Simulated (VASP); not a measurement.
Molecule: SeH2, in a box.

```
CELL_PARAMETERS angstrom
12.46107 0.00000 0.00000
0.00000 12.96107 0.00000
0.00000 0.00000 13.46107
ATOMIC_POSITIONS crystal
Se 0.52598 0.50865 0.45670
H 0.51039 0.42384 0.52901
H 0.46063 0.57853 0.51928
```

Base run:

* Program: VASP 6.6.1
* Functional: PBE
* Potentials or basis: VASP PAW PBE potentials, release 64 (Se, H)
* Cutoff: 400 eV
* k mesh: 1 × 1 × 1
* Occupations: gaussian, width 0.01 eV
* Spin: no spin polarisation

Its results: gap between the frontier levels 4.79 eV; largest force 0.019 eV/Å.

Task: After a change of settings the same cell gave: gap between the frontier levels 4.61 eV; largest force 0.062 eV/Å. Which change was it?
A. cutoff from 400 eV to 250 eV; dispersion from none to D3(BJ)
B. functional from PBE to rev-vdW-DF2
C. functional from PBE to LDA; potentials or basis from VASP PAW PBE potentials, release 64 (Se, H) to VASP PAW LDA potentials, release 64 (Se, H)
D. functional from PBE to PBEsol

Result: B.

Caveats: the PAW data sets were made with another functional, which shifts forces and pressure a little (some runs).
